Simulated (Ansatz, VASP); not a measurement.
**MoC4: VASP beside Ansatz**

The input INCAR:

```
SYSTEM = MoC4
ALGO     = Normal         ! electronic algorithm
EDIFF    = 1E-6           ! SCF threshold, eV
ENCUT    = 520            ! plane-wave cutoff, eV
GGA      = PE             ! functional
ISIF     = 2              ! what is computed and relaxed
ISMEAR   = 0              ! smearing method
LASPH    = .True.         ! aspherical terms in the spheres
LCHARG   = .False.        ! write CHGCAR
LREAL    = .False.        ! projectors in reciprocal space
LWAVE    = .False.        ! write WAVECAR
NBANDS   = 23             ! bands
NELM     = 100            ! most SCF steps
PREC     = Accurate       ! precision mode
SIGMA    = 0.1            ! smearing width, eV
```

Contents of KPOINTS:

```
k-points
0
Gamma
  10 10 10
  0 0 0
```

The input POSCAR:

```
MoC4
1.0
    4.0679798360      0.0000000000      0.0000000000
    0.0000000000      4.0679798360      0.0000000000
    0.0000000000      0.0000000000      4.0679798360
Mo C
1 4
Direct
    0.0000000000      0.0000000000      0.0000000000
    0.5000000000      0.0000000000      0.0000000000
    0.0000000000      0.5000000000      0.0000000000
    0.0000000000      0.0000000000      0.5000000000
    0.5000000000      0.5000000000      0.5000000000
```

Input for Ansatz:

```yaml
crystal:
  lattice:
    - [4.067979836, 0.0, 0.0]
    - [0.0, 4.067979836, 0.0]
    - [0.0, 0.0, 4.067979836]
  atoms:
    - { symbol: Mo, position: [0.0, 0.0, 0.0] }
    - { symbol: C, position: [0.5, 0.0, 0.0] }
    - { symbol: C, position: [0.0, 0.5, 0.0] }
    - { symbol: C, position: [0.0, 0.0, 0.5] }
    - { symbol: C, position: [0.5, 0.5, 0.5] }
basis:
  ecutwfc: 420
kpoints:
  mp_grid: { grid: [10, 10, 10] }
  band_path:
    path:
      - [[0.0, 0.0, 0.0], [0.0, 0.5, 0.0], [0.5, 0.5, 0.0], [0.0, 0.0, 0.0], [0.5, 0.5, 0.5], [0.0, 0.5, 0.0]]
      - [[0.5, 0.5, 0.5], [0.5, 0.5, 0.0]]
    npoints: 14
hamiltonian:
  xc: pbe
scf:
  occupations: { method: gaussian, width: 0.1 }
  n_extra_bands: 12
output:
  forces: true
  stress: true
  eigenvalues: true
  populations: true
  dos: { projected: true, de: 0.02, nscf_kmesh: { grid: [12, 12, 12] } }
  bader: true
  write_density: true
  write_potential: true
  elf: true
  volumetric_format: npy
```

The cell was built by a generator and needn't be a form met in nature.

Alike in both runs: task single point; functional PBE; k mesh 10 × 10 × 10; occupations gaussian, width 0.1 eV; no spin polarisation.

```csv
,VASP,Ansatz
version,VASP 6.6.1,Ansatz 0.2.0
potentials or method,"VASP PAW PBE potentials, release 64 (Mo_sv, C)","scalar-relativistic, plane waves, PAW"
plane-wave cutoff (eV),520,420
valence electrons in the cell,30,30
```

```tsv
	VASP	Ansatz	Ansatz less VASP
gap on the k mesh at the Fermi level (eV)	none	none	-
pressure (GPa)	0.0	0.0	-0.05
```

A gap of «none» marks a metal or a gap that the smearing closes.
